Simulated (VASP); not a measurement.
Computed with vdW-DF2, VASP's PBE PAW potentials (set 64) (plane waves; VASP).

A VASP calculation is set up with these files.

INCAR:
```
SYSTEM = Y
PREC = Accurate
ENCUT = 520
EDIFF = 1E-7
NELM = 100
ALGO = Normal
LREAL = .FALSE.
LASPH = .TRUE.
ISMEAR = -5
GGA = ML
ZAB_VDW = -1.8867
LUSE_VDW = .TRUE.
AGGAC = 0.0
LMAXMIX = 4
LWAVE = .FALSE.
LCHARG = .TRUE.
LORBIT = 11
NEDOS = 601
ISIF = 2
```

### POSCAR
```
Y
1
    1.8476117283    -3.2001576726     0.0000000000
    1.8476117283     3.2001576726     0.0000000000
    0.0000000000     0.0000000000     5.7047204127
Y
2
Direct
  0.3333330000   0.6666670000   0.2500000000
  0.6666670000   0.3333330000   0.7500000000
```

KPOINTS:
```
Automatic mesh
0
G
 13 13 7
```

POTCAR, in this order: Y_sv (PBE.64 set). Program: vasp_std.

Output of the run:

### OSZICAR
```
       N       E                     dE             d eps       ncg     rms          rms(c)
DAV:   1     0.935985889467E+02    0.93599E+02   -0.11653E+04  2528   0.139E+03
DAV:   2     0.701329250193E+00   -0.92897E+02   -0.92079E+02  3089   0.287E+02
DAV:   3    -0.713792603997E+01   -0.78393E+01   -0.77637E+01  4836   0.485E+01
DAV:   4    -0.730929717213E+01   -0.17137E+00   -0.17139E+00  2837   0.836E+00
DAV:   5    -0.731505975632E+01   -0.57626E-02   -0.57919E-02  3823   0.111E+00    0.318E+01
DAV:   6    -0.707449010913E+01    0.24057E+00   -0.38822E-01  2534   0.471E+00    0.195E+01
DAV:   7    -0.705847610370E+01    0.16014E-01   -0.71248E-01  3202   0.615E+00    0.172E+00
DAV:   8    -0.705403044898E+01    0.44457E-02   -0.15268E-01  3087   0.247E+00    0.126E+00
DAV:   9    -0.705269434450E+01    0.13361E-02   -0.30570E-03  3769   0.418E-01    0.300E-01
DAV:  10    -0.705279460620E+01   -0.10026E-03   -0.17478E-03  2672   0.435E-01    0.333E-01
DAV:  11    -0.705275416971E+01    0.40436E-04   -0.12965E-04  2982   0.101E-01    0.786E-02
DAV:  12    -0.705276565447E+01   -0.11485E-04   -0.11501E-05  3308   0.331E-02    0.241E-02
DAV:  13    -0.705277386613E+01   -0.82117E-05   -0.46801E-06  3580   0.209E-02    0.628E-03
DAV:  14    -0.705277368244E+01    0.18369E-06   -0.10563E-07  2471   0.311E-03    0.493E-04
DAV:  15    -0.705277368870E+01   -0.62587E-08   -0.17720E-08  1855   0.166E-03
   1 F= -.70527737E+01 E0= -.70527737E+01  d E =0.000000E+00
```

**OUTCAR**
```
------------------------ aborting loop because EDIFF is reached ----------------------------------------
  FORCE on cell =-STRESS in cart. coord.  units (eV):
  Direction    XX          YY          ZZ          XY          YZ          ZX
  --------------------------------------------------------------------------------------
  Total       -0.0272812     -0.0272812      0.1651134     -0.0000000      0.0000000      0.0000000
  in kB       -0.6479300     -0.6479301      3.9214480     -0.0000000      0.0000000      0.0000000
  external PRESSURE =       0.8751960 kB  Pullay stress =       0.0000000 kB
  volume of cell :       67.46
      direct lattice vectors                 reciprocal lattice vectors
     1.847611728 -3.200157673  0.000000000     0.270619629 -0.156242302  0.000000000
     1.847611728  3.200157673  0.000000000     0.270619629  0.156242302  0.000000000
     0.000000000  0.000000000  5.704720413     0.000000000  0.000000000  0.175293429
 POSITION                                       TOTAL-FORCE (eV/Angst)
 -----------------------------------------------------------------------------------
      1.84761      1.06672      1.42618        -0.000000      0.000000      0.000000
      1.84761     -1.06672      4.27854         0.000000     -0.000000      0.000000
 -----------------------------------------------------------------------------------
    total drift:                               -0.000071      0.000529     -0.000010
  FREE ENERGIE OF THE ION-ELECTRON SYSTEM (eV)
  ---------------------------------------------------
  free  energy   TOTEN  =        -7.0527736887 eV

  energy  without entropy=       -7.0527736887  energy(sigma->0) =       -7.05277369

 total charge

# of ion       s       p       d       f       tot
--------------------------------------------------
    1        2.285   6.208   0.932   0.006   9.431
    2        2.285   6.208   0.932   0.006   9.431
--------------------------------------------------
tot          4.569  12.416   1.864   0.012  18.862
```
(Selected blocks of OUTCAR.)

For a metal the tetrahedron method with Blöchl corrections gives inexact stress and forces.

The compound is Y in the hcp structure. It was relaxed first.
